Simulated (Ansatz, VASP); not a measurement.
# LaPb3 in VASP and in Ansatz

```xyz
4
Lattice="4.8519 0.0000 0.0000 0.0000 4.8519 0.0000 0.0000 0.0000 4.8519" Properties=species:S:1:pos:R:3 pbc="T T T"
La    0.0000    0.0000    0.0000
Pb    0.0000    2.4259    2.4259
Pb    2.4259    0.0000    2.4259
Pb    2.4259    2.4259    0.0000
```

Alike in both runs: task single point; functional LDA; k mesh 5 × 5 × 5; occupations gaussian, width 0.1 eV; no spin polarisation.

|  | VASP | Ansatz |
| --- | --- | --- |
| version | VASP 6.6.1 | Ansatz 0.2.0 |
| potentials or method | VASP PAW LDA potentials, release 64 (La, Pb_d) | plane waves, PAW |
| plane-wave cutoff (eV) | 520 | 470 |
| valence electrons in the cell | 53 | 53 |

Ansatz gave:

* pressure (GPa): -0.7

What did VASP give for the same quantities?

Pressure (GPa): -0.6.

Spin-orbit coupling is left out, which matters for the levels of La, Pb.
